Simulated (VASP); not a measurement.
Input of a VASP 6.6.1 run:

INCAR

```
SYSTEM = CsLiCr2Te2S3
PREC = Accurate
ENCUT = 520
EDIFF = 1E-7
ISMEAR = -1
SIGMA = 0.05
LREAL = .FALSE.
LASPH = .TRUE.
NELM = 120
ALGO = Fast
ISIF = 2
LWAVE = .FALSE.
LCHARG = .FALSE.
ISPIN = 2
MAGMOM = 0 0 3 3 0 0 0 0 0
LORBIT = 11
LMAXMIX = 4
GGA = PE
IVDW = 2
KPAR = 4
```

KPOINTS

```
regular mesh
0
G
  5 5 4
  0 0 0
```

The input POSCAR:

```
CsLiCr2Te2S3
1.0
    6.1079200000     -0.0188600000      0.0058100000
   -2.2882200000      5.9315100000      0.0033300000
   -1.3846200000     -2.1939500000      7.5626000000
Cs Li Cr Te S
1 1 2 2 3
Direct
    0.0634800000      0.1017800000      0.9939400000
    0.5702600000      0.5814300000      0.5740300000
    0.0780100000      0.5013800000      0.5799000000
    0.4316200000      0.0297200000      0.5372200000
    0.5445800000      0.7673200000      0.2819800000
    0.0114300000      0.6593200000      0.2990200000
    0.7780000000      0.3713300000      0.7077300000
    0.3940200000      0.8250800000      0.7487500000
    0.1960500000      0.2300900000      0.4864600000
```

Potentials or basis: VASP PAW PBE potentials, release 64 (Cs_sv, Li_sv, Cr_pv, Te, S).

Launch:

```console
$ cat potpaw_PBE.64/Cs_sv/POTCAR potpaw_PBE.64/Li_sv/POTCAR potpaw_PBE.64/Cr_pv/POTCAR potpaw_PBE.64/Te/POTCAR potpaw_PBE.64/S/POTCAR > POTCAR
$ mpirun -np 4 vasp_std > vasp.out
```

What does it give for the Hirshfeld charges?

Cs +0.26; Li +0.05; Cr +0.28, +0.26; Te -0.09, +0.00; S -0.27, -0.25, -0.24 e.

Estimate the dispersion energy per atom.

-0.412 eV.

Estimate the largest force.

0.186 eV/Å.

Predict the net moment.

5.42 μB per cell.

Forces on the atoms (eV/Å):
```
Cs   0.128  0.015 -0.108
Li   0.002 -0.041  0.005
Cr   0.011 -0.051  0.057
Cr  -0.082 -0.029 -0.042
Te   0.064  0.174 -0.010
Te  -0.099 -0.047  0.033
S   -0.063  0.105 -0.020
S    0.020 -0.046 -0.014
S    0.019 -0.082  0.099
```

Caveat: atom-pairwise D2, TS and ULG terms overbind metals; only a ferromagnetic start was run, and an antiferromagnetic order may lie lower in energy. The run has no spin-orbit coupling, so splittings on Cs, Te are missing.
